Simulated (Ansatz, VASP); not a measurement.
# Cross-check of Ru4Se (Se/Ru(0001)) between VASP and Ansatz, part 2 of 2

Aim: how closely do two programs agree when they are given the same cell, functional and k mesh? Of the first pair: The cell is taken from a series of runs on this material, whose earlier steps may have relaxed, scaled, displaced or heated it; both programs get it as it stands.

VASP 6.6.1 and Ansatz 0.2.0.

So far. Step 4 (Differences): The forces differ by 9.2 meV/Å r.m.s., which is 4.2 % of the r.m.s. force of 0.221 eV/Å (both taken over all components). Where the cell holds vacuum, a pressure given here is an average over it and none of the material.

### Step 5. Ansatz: relaxation, PBE

Level of this step: Ansatz beside VASP: Kohn-Sham DFT, plane waves, PBE (Ansatz).

The two programs are compared at the cell with which this relaxation starts, whose forces are those of its first step.

The structure compared here is the start of the Ansatz relaxation; VASP solves that cell, so the two are compared at the walk's first step.

File input.yaml:

```yaml
crystal:
  lattice:
    - [2.7, 0.0, 0.0]
    - [1.35, 2.3382685902, 0.0]
    - [0.0, 0.0, 26.7327092233]
  atoms:
    - { symbol: Ru, position: [0.6666666667, 0.6666666667, 0.3366662138] }
    - { symbol: Ru, position: [0.0, 0.0, 0.4166581063] }
    - { symbol: Ru, position: [0.6666666667, 0.6666666667, 0.4966499987] }
    - { symbol: Ru, position: [0.0, 0.0, 0.5766418911] }
    - { symbol: Se, position: [0.3333333333, 0.3333333333, 0.6633337862] }
kpoints:
  mp_grid: { grid: [13, 13, 1] }
hamiltonian:
  xc: pbe
scf:
  occupations: { method: fermi_dirac, width: 0.1 }
efield:
  axis: 3
  dipole_correction: true
  ramp_width: 0.05
relax:
  f_tol: 0.02
  max_steps: 60
  constraints: [{ sites: [0, 1] }]
output:
  write_potential: true
  write_density: true
  volumetric_format: npy
```

Command:

```bash
$ ansatz run input.yaml --threads 4 --pin off --max-ram 8192MiB --backend cpu --events-out ev --progress --plain --runs-dir out
```

Numbers of over 12 decimals in the logs are rounded to 6 here.

The program printed:

```text
[...]
Crystal: 5 atoms, lattice volume = 168.772 Å³
Basis set: ecut = 420 eV, 3347 PW (Γ), exchange–correlation on 40×40×360 points (8 copies of the dense FFT grid, shifted against one another)
Bands: 48, of which v1, the nominal top of the filled ones, is band 40 counted from 1 (39 counted from 0)
Symmetry: 6 space group operations
[...]
F+E_penalty+E_count = -28982.01069712 eV   max|allowed force component| = 6.322e-3 eV/Å
  atoms:
    - { symbol: Ru, position: [0.666667, 0.666667, 0.3366662138] }
    - { symbol: Ru, position: [-1.850371707762447e-17, -1.8503717077624468e-17, 0.416658] }
    - { symbol: Ru, position: [0.666667, 0.666667, 0.497022] }
[...]
- { symbol: Se, position: [0.333333, 0.333333, 0.655548] }
[key lines of the parts left out:]
SCF converged after 4 iterations
Free energy (F): -28982.010697 eV
Fermi energy:    6.576352 eV
Dipole field:    D = 0.048019 V/Å  (p = 0.044787 e·Å, saw-weighted, corrected)
Work function:   Φ+ = 3.7470 eV   Φ− = 5.0307 eV
```

### Step 6. VASP: single point, PBE, start cell, pair 2

The same cell, functional, mesh and smearing now go to VASP, with its own data sets.

File INCAR:

```
SYSTEM = Ru4Se
PREC = Accurate
ENCUT = 400
EDIFF = 1E-06
NELM = 120
ISMEAR = -1
SIGMA = 0.1
LREAL = .FALSE.
ALGO = Normal
GGA = PE
NBANDS = 38
LASPH = .TRUE.
LORBIT = 11
LWAVE = .FALSE.
LCHARG = .FALSE.
ISIF = 2
LDIPOL = .TRUE.
IDIPOL = 3
DIPOL = 0.5 0.5 0.498
LVHAR = .TRUE.
GGA_COMPAT = .FALSE.
NELMDL = -8
KPAR = 2
```

File POSCAR:

```
Ru4Se
1.0
    2.7000000000      0.0000000000      0.0000000000
    1.3500000000      2.3382685902      0.0000000000
    0.0000000000      0.0000000000     26.7327092233
Ru Se
4 1
Direct
    0.6666666374      0.6666667251      0.3366662138
    0.9999999708      0.0000000585      0.4166581063
    0.6666666374      0.6666667251      0.4966499987
    0.9999999708      0.0000000585      0.5766418911
    0.3333333041      0.3333333918      0.6633337778
```

File KPOINTS:

```
Automatic mesh
0
Gamma
13 13 1
0 0 0
```

PAW data sets: Ru_pv and Se (PBE family, release 64).

Command:

```bash
$ mpirun -np 2 vasp_std
```

The program printed:

```text
[... set-up lines as in an earlier step ...]
 entering main loop
       N       E                     dE             d eps       ncg     rms          rms(c)
DAV:   1     0.496386010679E+03    0.49639E+03   -0.34770E+04  2156   0.126E+03
DAV:   2    -0.225538805686E+02   -0.51894E+03   -0.49847E+03  1768   0.390E+02
DAV:   3    -0.407771313369E+02   -0.18223E+02   -0.17421E+02  1964   0.673E+01
DAV:   4    -0.413801692093E+02   -0.60304E+00   -0.59791E+00  1888   0.103E+01
[...]
DAV:  33    -0.385142076963E+02   -0.32038E-05   -0.16872E-07   964   0.101E-03    0.628E-04
DAV:  34    -0.385142088544E+02   -0.11581E-05   -0.57904E-08   890   0.696E-04    0.349E-04
DAV:  35    -0.385142093668E+02   -0.51237E-06   -0.31925E-08   870   0.530E-04
   1 F= -.38514209E+02 E0= -.38436120E+02  d E =-.156179E+00
```

Parts of OUTCAR (step 6):

```text
  Total        4.2184235      4.2184235     -3.4155212      0.0000000     -0.0000000     -0.0000000
  in kB       40.0460448     40.0460448    -32.4239886      0.0000000     -0.0000000     -0.0000000
  external PRESSURE =      15.8893670 kB  Pullay stress =       0.0000000 kB

 POSITION                                       TOTAL-FORCE (eV/Angst)
 -----------------------------------------------------------------------------------
      2.70000      1.55885      9.00000         0.000000      0.000000      0.550447
      2.70000      0.00000     11.13840        -0.000000     -0.000000     -0.692866
      2.70000      1.55885     13.27680         0.000000      0.000000      0.468343
      2.70000      0.00000     15.41520        -0.000000      0.000000      0.311486
      1.35000      0.77942     17.73271         0.000000      0.000000     -0.637409
 -----------------------------------------------------------------------------------
    total drift:                                0.000000     -0.000536     -0.000634

  FREE ENERGIE OF THE ION-ELECTRON SYSTEM (eV)
  ---------------------------------------------------
  free  energy   TOTEN  =       -38.5142093668 eV

  energy  without entropy=      -38.3580299367  energy(sigma->0) =      -38.43611965

[... 2 parts as in an earlier step ...]

[... 1 further part left out ...]
[key lines of the parts left out:]
E-fermi :   2.4245
```

### Step 7. Side by side

What differs besides the data sets and the points named for the pairs above, as far as they apply: the data sets hold 80 valence electrons in Ansatz (on its default PAW (the set named soft_2) files) and 62 in VASP. Total energies have different zeros and are not compared.

Forces (eV/Å; atoms numbered as in POSCAR):

| atom | Ansatz x, y, z | VASP x, y, z |
| --- | --- | --- |
| Ru1 | 0.000, 0.000, 0.557 | 0.000, 0.000, 0.550 |
| Ru2 | 0.000, 0.000, -0.693 | 0.000, 0.000, -0.693 |
| Ru3 | 0.000, 0.000, 0.466 | 0.000, 0.000, 0.468 |
| Ru4 | 0.000, 0.000, 0.317 | 0.000, 0.000, 0.311 |
| Se5 | 0.000, 0.000, -0.648 | 0.000, 0.000, -0.637 |

The forces differ by 3.5 meV/Å r.m.s., which is 1.1 % of the r.m.s. force of 0.317 eV/Å (both taken over all components). Where the cell holds vacuum, a pressure given here is an average over it and none of the material.

### Step 8. Ansatz: relaxation, PBE

This run makes the geometry at which the two programs are then compared.

The structure compared here is the end of the Ansatz relaxation.

This is the run of step 5 again, met here at its other cell.

### Step 9. VASP: single point, PBE, relaxed atoms in a fixed cell, pair 3

The same cell, functional, mesh and smearing now go to VASP, with its own data sets.

INCAR: that of step 6 with these lines changed.

```diff
@@ -18,3 +18,3 @@
 IDIPOL = 3
-DIPOL = 0.5 0.5 0.498
+DIPOL = 0.5 0.5 0.497
 LVHAR = .TRUE.
```

File POSCAR:

```
Ru4Se
1.0
    2.7000000000      0.0000000000      0.0000000000
    1.3500000000      2.3382685902      0.0000000000
    0.0000000000      0.0000000000     26.7327092233
Ru Se
4 1
Direct
    0.6666666666      0.6666666666      0.3366662138
    1.0000000000      1.0000000000      0.4166581063
    0.6666666666      0.6666666666      0.4970218725
    1.0000000000      1.0000000000      0.5778218586
    0.3333333333      0.3333333333      0.6555482670
```

KPOINTS is that of step 6.

Command:

```bash
$ mpirun -np 2 vasp_std
```

The program printed:

```text
[... set-up lines as in an earlier step ...]
 entering main loop
       N       E                     dE             d eps       ncg     rms          rms(c)
[... 35 cycles as in an earlier step ...]
   1 F= -.38602585E+02 E0= -.38525277E+02  d E =-.154616E+00
```

Parts of OUTCAR (step 9):

```text
[... 6 parts as in an earlier step ...]

[... 1 further part left out ...]
[key lines of the parts left out:]
E-fermi :   2.4516
```

### Step 10. Differences

What differs besides the data sets and the points named for the pairs above, as far as they apply: the data sets hold 80 valence electrons in Ansatz (on its default PAW (the set named soft_2) files) and 62 in VASP. Total energies have different zeros and are not compared.

The two programs side by side:

| quantity | Ansatz | VASP | difference |
| --- | --- | --- | --- |
| work function, lower of the two faces (eV) | 3.75 | 3.75 | 0.00 |
| work function, higher of the two faces (eV) | 5.03 | 5.03 | 0.00 |

Forces (eV/Å; atoms numbered as in POSCAR):

| atom | Ansatz x, y, z | VASP x, y, z |
| --- | --- | --- |
| Ru1 | 0.000, 0.000, 0.604 | 0.000, 0.000, 0.597 |
| Ru2 | 0.000, 0.000, -0.614 | 0.000, 0.000, -0.613 |
| Ru3 | 0.000, 0.000, 0.002 | 0.000, 0.000, 0.007 |
| Ru4 | 0.000, 0.000, 0.006 | 0.000, 0.000, -0.017 |
| Se5 | 0.000, 0.000, 0.001 | 0.000, 0.000, 0.027 |

The forces differ by 9.2 meV/Å r.m.s., which is 4.1 % of the r.m.s. force of 0.221 eV/Å (both taken over all components). Where the cell holds vacuum, a pressure given here is an average over it and none of the material.

### Step 11. Outcome

```
r.m.s. force difference (single point, PBE, pair 1)                                : 4.2 % of the r.m.s. force
r.m.s. force difference (single point, PBE, start cell, pair 2)                    : 1.1 % of the r.m.s. force
r.m.s. force difference (single point, PBE, relaxed atoms in a fixed cell, pair 3) : 4.1 % of the r.m.s. force
```

**Reading.** The r.m.s. force difference is 4.2 % of the r.m.s. force (single point, PBE, pair 1), beyond the 3 % picked in this series as the mark of a large difference. The data sets hold unlike numbers of valence electrons (80 in Ansatz and 62 in VASP), so part of the differences may come from the potentials. Pairs 1 and 3 hold one cell, so they aren't independent. Such differences can come from data sets, numerical settings and the points named under the comparisons, not from the functional's error against experiment.

[Lines on the potential files, build, host, timing and source positions are cut from VASP's logs without a mark.]

[Logs are printed without paths, hosts, clocks, repeated set-up lines and the standing remarks that a program may print on its own settings, such as how far it seeks lower states.]

[Hosts, paths, dates, database ids (printed as entryN), source tags and the programs' standing remarks are cut or masked in the printed files.]
